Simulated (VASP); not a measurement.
# W: a series in biaxial strain in the (110) plane

Wanted: the elastic response of W to biaxial strain in the (110) plane, with a fit that predicts a row left out.

Method: PBEsol; plane waves and PAW (W_sv), in the first sound run; inputs show where later runs differ, in VASP 6.6.1.

## Step 1: Starting point

The structure is cubic, space group Im-3m (No. 229). Conventional cell: a = 3.160 Å, b = 3.160 Å, c = 3.160 Å, α = 90.00°, β = 90.00°, γ = 90.00°. W has 8 W at 2.74 Å nearest.

Structure file:

```cif
data_structure
_symmetry_space_group_name_H-M 'P 1'
_symmetry_Int_Tables_number 1
_cell_length_a 2.7366
_cell_length_b 2.7366
_cell_length_c 2.7366
_cell_angle_alpha 109.471
_cell_angle_beta 109.471
_cell_angle_gamma 109.471
_cell_volume 15.78
loop_
_atom_site_label
_atom_site_type_symbol
_atom_site_fract_x
_atom_site_fract_y
_atom_site_fract_z
_atom_site_occupancy
W1 W 0.00000 0.00000 0.00000 1
```

## Step 2: Relax the crystal, PBEsol

The series starts from the cell that this level prefers, so that zero strain is near zero stress.

Level: PBEsol; plane waves and PAW (W_sv).

Contents of INCAR:

```
SYSTEM = W
PREC = Accurate
ENCUT = 450
EDIFF = 1E-07
NELM = 120
ISMEAR = 1
SIGMA = 0.15
LREAL = .FALSE.
ALGO = Normal
GGA = PS
NBANDS = 13
LASPH = .TRUE.
LORBIT = 11
LWAVE = .FALSE.
LCHARG = .FALSE.
KPAR = 8
IBRION = 2
NSW = 40
ISIF = 3
EDIFFG = -0.005
POTIM = 0.4
```

Contents of POSCAR:

```
W
1.0
   -1.5800000000      1.5800000000      1.5800000000
    1.5800000000     -1.5800000000      1.5800000000
    1.5800000000      1.5800000000     -1.5800000000
W
1
Direct
    0.0000000000      0.0000000000      0.0000000000
```

Contents of KPOINTS:

```
Automatic mesh
0
Gamma
26 26 26
0 0 0
```

The projector-augmented-wave data sets are W_sv (PBE family, release 64).

Launch:

```
$ mpirun -np 8 vasp_std
```

Output:

```text
[banner, memory and clock lines left out]
running    8 mpi-ranks, on    1 nodes
[...]
|                                                                             |
|           W    W    AA    RRRRR   N    N  II  N    N   GGGG   !!!           |
|           W    W   A  A   R    R  NN   N  II  NN   N  G    G  !!!           |
|           W    W  A    A  R    R  N N  N  II  N N  N  G       !!!           |
|           W WW W  AAAAAA  RRRRR   N  N N  II  N  N N  G  GGG   !            |
|           WW  WW  A    A  R   R   N   NN  II  N   NN  G    G                |
|           W    W  A    A  R    R  N    N  II  N    N   GGGG   !!!           |
|                                                                             |
|     For optimal performance we recommend to set                             |
|       NCORE = 2 up to number-of-cores-per-socket                            |
|     NCORE specifies how many cores store one orbital (NPAR=cpu/NCORE).      |
|     This setting can greatly improve the performance of VASP for DFT.       |
[...]
DAV:   5    -0.138036781984E+02    0.55676E-05   -0.15802E-05 15231   0.515E-02    0.187E-03
DAV:   6    -0.138036780657E+02    0.13272E-06   -0.27558E-07 13389   0.625E-03    0.790E-04
DAV:   7    -0.138036781079E+02   -0.42240E-07   -0.60559E-09  7418   0.104E-03
   2 F= -.13803678E+02 E0= -.13803709E+02  d E =0.143673E-02
 trial-energy change:    0.001437  1 .order    0.001459   -0.001694    0.004612
 step:   0.2729(harm=  0.2686)  dis= 0.00000  next Energy=   -13.805346 (dE=-0.232E-03)
[...]
N       E                     dE             d eps       ncg     rms          rms(c)
DAV:   1    -0.138191133169E+02   -0.15435E-01   -0.26267E-01 13556   0.773E+00    0.155E+00
DAV:   2    -0.138073344512E+02    0.11779E-01   -0.13320E-02 13461   0.153E+00    0.361E-01
DAV:   3    -0.138053362618E+02    0.19982E-02   -0.39753E-03 14106   0.831E-01    0.266E-01
DAV:   4    -0.138053502180E+02   -0.13956E-04   -0.14953E-04 13926   0.143E-01    0.425E-02
DAV:   5    -0.138053475966E+02    0.26214E-05   -0.74631E-06 15031   0.347E-02    0.133E-03
DAV:   6    -0.138053476740E+02   -0.77406E-07   -0.11257E-07 10648   0.407E-03
   3 F= -.13805348E+02 E0= -.13805365E+02  d E =-.232839E-03
[...]
reached required accuracy - stopping structural energy minimisation
```

Run time: 11 s. Hardware: 8 MPI ranks of Intel Xeon 6975P-C (Granite Rapids), shared host; peak memory 1.5 GiB; 81 s of CPU time.

The logs omit lines about the potential files and the build; timing stands in the text.

OUTCAR, selected parts (step 2):

```text
  Total        0.0007943      0.0007943      0.0007943     -0.0000000      0.0000000     -0.0000000
  in kB        0.0809650      0.0809650      0.0809650     -0.0000000      0.0000000     -0.0000000
  external PRESSURE =       0.0809650 kB  Pullay stress =       0.0000000 kB

 POSITION                                       TOTAL-FORCE (eV/Angst)
 -----------------------------------------------------------------------------------
      0.00000      0.00000      0.00000        -0.000000      0.000000     -0.000000
 -----------------------------------------------------------------------------------
    total drift:                                0.000000     -0.000000     -0.000000

  FREE ENERGIE OF THE ION-ELECTRON SYSTEM (eV)
  ---------------------------------------------------
  free  energy   TOTEN  =       -13.8053476740 eV

  energy  without entropy=      -13.8053981924  energy(sigma->0) =      -13.80536451

 reached required accuracy - stopping structural energy minimisation

[... 3 further parts left out ...]
[key lines of the parts left out:]
E-fermi :  11.4150
```

Numbers from this step:

```
energy(sigma→0) of the program : -13.8054 eV
stress, compression positive   : 0.01 along [110], 0.01 across it (mean), GPa
volume                         : 15.717 Å³
ionic steps                    : 3
```

## Step 3: Strain along the normal, PBEsol

One member in full: the plane is strained by -1 %, and the strain along the normal is moved by secant steps until the normal stress is under 0.012 GPa or five steps are spent; the atoms relax at each step.

This step took 3 runs, each at a new trial strain with the atoms of the one before; the last is shown.

Level: PBEsol; plane waves and PAW (W_sv).

INCAR, as its differences from that of step 2:

```diff
@@ -15,7 +15,7 @@
 LCHARG = .FALSE.
-KPAR = 8
-IBRION = 2
-NSW = 40
-ISIF = 3
-EDIFFG = -0.005
-POTIM = 0.4
+KPAR = 2
+IBRION = 1
+NSW = 25
+ISIF = 2
+EDIFFG = -0.004
+POTIM = 0.3
```

Contents of POSCAR:

```
W
1.0
   -1.5622077970      1.5622077970      1.5622077970
    1.5622077970     -1.5622077970      1.5622077970
    1.5910471160      1.5910471160     -1.5622077970
W
1
Direct
    0.0000000000      0.0000000000      0.0000000000
```

KPOINTS is that of step 2.

Launch:

```
$ mpirun -np 2 vasp_std
```

Output:

```text
[banner, memory and clock lines left out]
running    2 mpi-ranks, on    1 nodes
[...]
[... a notice as in an earlier step ...]

 LDA part: xc-table for (Slater+PW92), standard interpolation
 POSCAR, INCAR and KPOINTS ok, starting setup
[...]
entering main loop
       N       E                     dE             d eps       ncg     rms          rms(c)
DAV:   1     0.766457536661E+02    0.76646E+02   -0.68687E+03 64791   0.112E+03
DAV:   2    -0.130201104498E+02   -0.89666E+02   -0.86139E+02 71876   0.297E+02
DAV:   3    -0.144705324989E+02   -0.14504E+01   -0.14466E+01 70526   0.372E+01
DAV:   4    -0.144759209280E+02   -0.53884E-02   -0.53883E-02 71476   0.249E+00
[...]
DAV:  10    -0.137993793511E+02    0.12590E-05   -0.10330E-05 69581   0.440E-02    0.195E-03
DAV:  11    -0.137993795083E+02   -0.15717E-06   -0.20398E-07 62680   0.512E-03    0.643E-04
DAV:  12    -0.137993794422E+02    0.66150E-07   -0.57351E-09 36123   0.890E-04
   1 F= -.13799379E+02 E0= -.13799403E+02  d E =-.137994E+02
 BRION: g(F)=  0.450E-62 g(S)=  0.000E+00
 reached required accuracy - stopping structural energy minimisation
```

The job ended after 65 s (2 MPI ranks; peak memory 0.94 GiB).

From OUTCAR (step 3):

```text
  Total        0.2906151      0.2906151      0.5983287     -0.2908792      0.0000000      0.0000000
  in kB       29.9783732     29.9783732     61.7205487    -30.0056184      0.0000000      0.0000000
  external PRESSURE =      40.5590983 kB  Pullay stress =       0.0000000 kB

 POSITION                                       TOTAL-FORCE (eV/Angst)
 -----------------------------------------------------------------------------------
      0.00000      0.00000      0.00000        -0.000000      0.000000      0.000000
 -----------------------------------------------------------------------------------
    total drift:                                0.000000      0.000000      0.000000

  FREE ENERGIE OF THE ION-ELECTRON SYSTEM (eV)
  ---------------------------------------------------
  free  energy   TOTEN  =       -13.7993794422 eV

  energy  without entropy=      -13.7994508282  energy(sigma->0) =      -13.79940324

[... 1 part as in an earlier step ...]

[... 3 further parts left out ...]
[key lines of the parts left out:]
E-fermi :  11.5902
```

Read from the output:

| Quantity | Value |
| --- | --- |
| energy(sigma→0) of the program | -13.7994 eV |
| stress, compression positive | 0.00 along [110], 6.09 across it (mean), GPa |
| ionic steps | 1 |

## Step 4: All members

The other members went through these steps as far as the tables show, with the same cutoff and, step by step, the same mesh; 25 runs are not shown. The session took 0.94 core hours (wall time by ranks) on a shared machine.

| in-plane strain (%) | strain along the normal (%) | mean of the two in-plane stresses, tension positive (GPa) | energy above the unstrained row, extrapolated to no smearing (meV/atom) |
| --- | --- | --- | --- |
| -2.000 | 1.664 | -12.814 | 24.451 |
| -1.500 | 1.244 | -9.388 | 13.544 |
| -1.000 | 0.828 | -6.085 | 5.927 |
| -0.500 | 0.414 | -2.950 | 1.474 |
| 0 | 0.000 | -0.002 | 0.000 |
| 0.500 | -0.410 | 2.776 | 1.316 |
| 1.000 | -0.816 | 5.406 | 5.284 |
| 1.500 | -1.221 | ? | ? |
| 2.000 | -1.634 | 10.197 | 20.643 |

## Step 5: Stress from the known rows

A least-squares parabola through the 8 rows shown, with e the strain in %: stress = − 0.3262 e² + 5.752 e − 0.009005 (GPa), r.m.s. residual 0.011 GPa.

At e = 1.5 this predicts 7.886 GPa.

## Step 6: Checking the prediction

The calculation gives 7.887 GPa, so the prediction is 0.001 GPa too low.

Slopes at zero strain, from cubics through all rows: strain ratio -0.821, stress over strain 575 GPa.

## Step 7: Results

| Property | Result |
| --- | --- |
| error of the predicted stress | -0.001 GPa |
| ratio of normal to in-plane strain | -0.821 |
| biaxial modulus | 575 GPa |

As a check, the curvature of the energy gives 572 GPa for the same modulus (energy per volume = M × strain²), 0 % from the slope of the stress. These are static values: temperature and zero-point motion are left out. In a metal the slopes also depend on mesh and smearing, which were held through the series.

[Lines on the potential files, build, host, timing and source positions are cut from VASP's logs without a mark.]

[Logs are printed without paths, hosts, clocks, repeated set-up lines and the standing remarks that a program may print on its own settings, such as how far it seeks lower states.]

[Hosts, paths, dates, database ids (printed as entryN), source tags and the programs' standing remarks are cut or masked in the printed files.]

[In band tables of VASP the shares of atoms and orbitals are scaled to a sum of 1 inside the atoms' spheres.]
